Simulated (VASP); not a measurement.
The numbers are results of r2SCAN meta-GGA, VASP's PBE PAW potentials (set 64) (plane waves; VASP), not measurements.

Input for VASP

### INCAR
```
SYSTEM=Si
PREC=Accurate; ENCUT=400; LREAL=.FALSE.
LASPH=.TRUE.
EDIFF=1E-7; NELM=100; ALGO=Normal
LMIXTAU=.TRUE.
ISMEAR=-5
METAGGA=R2SCAN
ISIF=2
LWAVE=.FALSE.; LCHARG=.FALSE.; LORBIT=11
NEDOS=601
LEFG=.TRUE.
```

### POSCAR
```
Si
1.0
  3.4727838530   0.0000000000   0.0000000000
  0.0000000000   3.5910527575   0.0000000000
  0.0000000000   0.0000000000  21.0104255105
Si
4
direct
  0.4999080187   0.0000000000   0.5571657771
  0.0000919813   0.5000000000   0.5571657771
  0.5000919813   0.0000000000   0.4428342229
  0.9999080187   0.5000000000   0.4428342229
```

KPOINTS_OPT:
```
k-points along high-symmetry lines
15
Line-mode
Reciprocal
  0.000000   0.000000   0.000000 ! GAMMA
  0.000000  -0.500000   0.000000 ! X

  0.000000   0.000000   0.000000 ! GAMMA
 -0.500000   0.000000   0.000000 ! Z

 -0.500000   0.000000   0.000000 ! Z
 -0.500000  -0.500000   0.000000 ! U

  0.000000  -0.500000   0.000000 ! X
 -0.500000  -0.500000   0.000000 ! U
```

KPOINTS:
```
Automatic
0
Gamma
10 10 1
0 0 0
```

POTCAR, in this order: Si (PBE.64 set). Program: vasp_std.

What VASP printed:

File OUTCAR:
```
 ion  position               nearest neighbor table
   1  0.500  0.000  0.557-   3 2.40   2 2.50   2 2.50   2 2.50   2 2.50
   2  0.000  0.500  0.557-   4 2.40   1 2.50   1 2.50   1 2.50   1 2.50
   3  0.500  0.000  0.443-   1 2.40   4 2.50   4 2.50   4 2.50   4 2.50
   4  1.000  0.500  0.443-   2 2.40   3 2.50   3 2.50   3 2.50   3 2.50
  LATTYP: Found a simple orthorhombic cell.
 ALAT       =     3.4727838530
 B/A-ratio  =     1.0340559360
 C/A-ratio  =     6.0500239577
 Subroutine PRICEL returns:
 Original cell was already a primitive cell.
 Subroutine GETGRP returns: Found  8 space group operations
The static configuration has the point symmetry C_2h.
 The point group associated with its full space group is D_2h.
The dynamic configuration has the point symmetry C_2h.
 Subroutine INISYM returns: Found  8 space group operations
 Subroutine IBZKPT returns following result:
 Found     36 irreducible k-points:

 Following reciprocal coordinates:
            Coordinates               Weight
  0.000000  0.000000  0.000000      1.000000
  0.100000  0.000000  0.000000      2.000000
  0.200000  0.000000  0.000000      2.000000
  0.300000  0.000000  0.000000      2.000000
  0.400000  0.000000  0.000000      2.000000
  0.500000  0.000000  0.000000      1.000000
  0.000000  0.100000  0.000000      2.000000
  0.100000  0.100000  0.000000      4.000000
  0.200000  0.100000  0.000000      4.000000
  0.300000  0.100000  0.000000      4.000000
  0.400000  0.100000  0.000000      4.000000
  0.500000  0.100000  0.000000      2.000000
  0.000000  0.200000  0.000000      2.000000
  0.100000  0.200000  0.000000      4.000000
  0.200000  0.200000  0.000000      4.000000
  0.300000  0.200000  0.000000      4.000000
  0.400000  0.200000  0.000000      4.000000
  0.500000  0.200000  0.000000      2.000000
  0.000000  0.300000  0.000000      2.000000
...
```

### OSZICAR
```
       N       E                     dE             d eps       ncg     rms          rms(c)
DAV:   1     0.621073341206E+02    0.62107E+02   -0.43775E+03   864   0.759E+02
DAV:   2    -0.289876883342E+02   -0.91095E+02   -0.84297E+02  1376   0.144E+02
DAV:   3    -0.347456687110E+02   -0.57580E+01   -0.56150E+01  1024   0.413E+01
DAV:   4    -0.348889599513E+02   -0.14329E+00   -0.14303E+00  1240   0.857E+00
DAV:   5    -0.348954571408E+02   -0.64972E-02   -0.66529E-02  1400   0.167E+00    0.729E+00
DAV:   6    -0.342322960239E+02    0.66316E+00   -0.71964E-01   976   0.437E+00    0.449E+00
DAV:   7    -0.326692820558E+02    0.15630E+01   -0.53550E-01   972   0.462E+00    0.902E-01
DAV:   8    -0.333072452666E+02   -0.63796E+00   -0.17627E-01   940   0.342E+00    0.342E-01
DAV:   9    -0.328608628028E+02    0.44638E+00   -0.24326E-02  1032   0.155E+00    0.289E-01
DAV:  10    -0.325027212783E+02    0.35814E+00   -0.21848E-02   916   0.121E+00    0.179E-01
DAV:  11    -0.323364160545E+02    0.16631E+00   -0.53787E-02   896   0.195E+00    0.148E-01
DAV:  12    -0.323185962738E+02    0.17820E-01   -0.15211E-03  1228   0.367E-01    0.154E-01
DAV:  13    -0.321890188138E+02    0.12958E+00   -0.38027E-02   868   0.165E+00    0.106E-01
DAV:  14    -0.321427914869E+02    0.46227E-01   -0.45535E-02   872   0.153E+00    0.167E-01
DAV:  15    -0.321348731472E+02    0.79183E-02   -0.34352E-03  1052   0.444E-01    0.118E-01
DAV:  16    -0.321333651868E+02    0.15080E-02   -0.15891E-04  1304   0.103E-01    0.120E-01
DAV:  17    -0.321487653568E+02   -0.15400E-01   -0.48902E-03   876   0.552E-01    0.954E-02
DAV:  18    -0.321483531402E+02    0.41222E-03   -0.50340E-03   968   0.557E-01    0.130E-01
DAV:  19    -0.321518116867E+02   -0.34585E-02   -0.95126E-04  1044   0.217E-01    0.111E-01
DAV:  20    -0.321519930581E+02   -0.18137E-03   -0.10243E-04  1060   0.659E-02    0.870E-02
DAV:  21    -0.321525413466E+02   -0.54829E-03   -0.29159E-05  1020   0.405E-02    0.667E-02
DAV:  22    -0.321571589736E+02   -0.46176E-02   -0.98400E-04   912   0.208E-01    0.429E-02
DAV:  23    -0.321591466263E+02   -0.19877E-02   -0.19345E-04   908   0.124E-01    0.415E-02
DAV:  24    -0.321591183091E+02    0.28317E-04   -0.17987E-04   912   0.947E-02    0.353E-02
DAV:  25    -0.321620485716E+02   -0.29303E-02   -0.62885E-04   896   0.214E-01    0.147E-02
DAV:  26    -0.321622808217E+02   -0.23225E-03   -0.77594E-05  1212   0.765E-02    0.201E-02
DAV:  27    -0.321625721422E+02   -0.29132E-03   -0.38967E-05   900   0.492E-02    0.134E-02
DAV:  28    -0.321629249082E+02   -0.35277E-03   -0.20295E-04   912   0.104E-01    0.102E-02
DAV:  29    -0.321628974648E+02    0.27443E-04   -0.97059E-06  1020   0.309E-02    0.124E-02
DAV:  30    -0.321629637662E+02   -0.66301E-04   -0.26998E-05   888   0.485E-02    0.152E-02
DAV:  31    -0.321629529021E+02    0.10864E-04   -0.35861E-05   888   0.473E-02    0.174E-03
DAV:  32    -0.321628581130E+02    0.94789E-04   -0.23698E-05   888   0.535E-02    0.286E-03
DAV:  33    -0.321627141764E+02    0.14394E-03   -0.23856E-05   888   0.686E-02    0.131E-03
DAV:  34    -0.321628002799E+02   -0.86104E-04   -0.12769E-05   888   0.505E-02    0.118E-03
DAV:  35    -0.321629408953E+02   -0.14062E-03   -0.18205E-05   888   0.517E-02    0.125E-03
DAV:  36    -0.321629243023E+02    0.16593E-04   -0.30784E-06   888   0.234E-02    0.139E-03
DAV:  37    -0.321629679951E+02   -0.43693E-04   -0.34613E-06   888   0.222E-02    0.124E-03
DAV:  38    -0.321629766185E+02   -0.86234E-05   -0.15473E-06   888   0.158E-02    0.103E-03
DAV:  39    -0.321629889413E+02   -0.12323E-04   -0.19919E-06   888   0.141E-02    0.685E-04
DAV:  40    -0.321629885772E+02    0.36413E-06   -0.90289E-08   816   0.375E-03    0.278E-04
DAV:  41    -0.321629890715E+02   -0.49431E-06   -0.55340E-08   612   0.284E-03    0.126E-04
DAV:  42    -0.321629892499E+02   -0.17839E-06   -0.56173E-08   616   0.303E-03    0.796E-05
DAV:  43    -0.321629892909E+02   -0.40942E-07   -0.23504E-08   612   0.193E-03
   1 F= -.32162989E+02 E0= -.32162989E+02  d E =0.000000E+00
       N       E                     dE             ncg
       N       E                     dE             ncg
```

### OUTCAR
```
------------------------ aborting loop because EDIFF is reached ----------------------------------------
  FORCE on cell =-STRESS in cart. coord.  units (eV):
  Direction    XX          YY          ZZ          XY          YZ          ZX
  --------------------------------------------------------------------------------------
  Total        1.1019033     -0.3350537      0.0465682      0.0000000      0.0000000     -0.0000000
  in kB        6.7378245     -2.0487575      0.2847511      0.0000000      0.0000000     -0.0000000
  external PRESSURE =       1.6579393 kB  Pullay stress =       0.0000000 kB
  volume of cell :      262.02
      direct lattice vectors                 reciprocal lattice vectors
     3.472783853  0.000000000  0.000000000     0.287953424  0.000000000  0.000000000
     0.000000000  3.591052757  0.000000000     0.000000000  0.278469872  0.000000000
     0.000000000  0.000000000 21.010425510     0.000000000  0.000000000  0.047595419
 POSITION                                       TOTAL-FORCE (eV/Angst)
 -----------------------------------------------------------------------------------
      1.73607      0.00000     11.70629         0.002688     -0.000000      0.010801
      0.00032      1.79553     11.70629        -0.002688      0.000000      0.010801
      1.73671      0.00000      9.30414        -0.002688      0.000000     -0.010801
      3.47246      1.79553      9.30414         0.002688     -0.000000     -0.010801
 -----------------------------------------------------------------------------------
    total drift:                               -0.000000      0.000000      0.000000
  FREE ENERGIE OF THE ION-ELECTRON SYSTEM (eV)
  ---------------------------------------------------
  free  energy   TOTEN  =       -32.1629892909 eV

  energy  without entropy=      -32.1629892909  energy(sigma->0) =      -32.16298929

 total charge

# of ion       s       p       d       tot
------------------------------------------
    1        0.804   0.834   0.000   1.638
    2        0.804   0.834   0.000   1.638
    3        0.804   0.834   0.000   1.638
    4        0.804   0.834   0.000   1.638
--------------------------------------------------
tot          3.217   3.335   0.000   6.552

 Electric field gradients after diagonalization (V/A^2)
 (convention: |V_zz| > |V_xx| > |V_yy|)
----------------------------------------------------------------------
 ion       V_xx      V_yy      V_zz     asymmetry (V_yy - V_xx)/ V_zz
----------------------------------------------------------------------
   1       3.072     1.549    -4.621       0.330
   2       3.072     1.549    -4.621       0.330
   3       3.072     1.549    -4.621       0.330
   4       3.072     1.549    -4.621       0.330
```
(Selected blocks of OUTCAR.)

The cell holds a wide vacuum, so values per volume refer to the whole cell. For a metal the tetrahedron method with Blöchl corrections gives inexact stress and forces.

The cell is a sheet with vacuum, built from a generated structure.
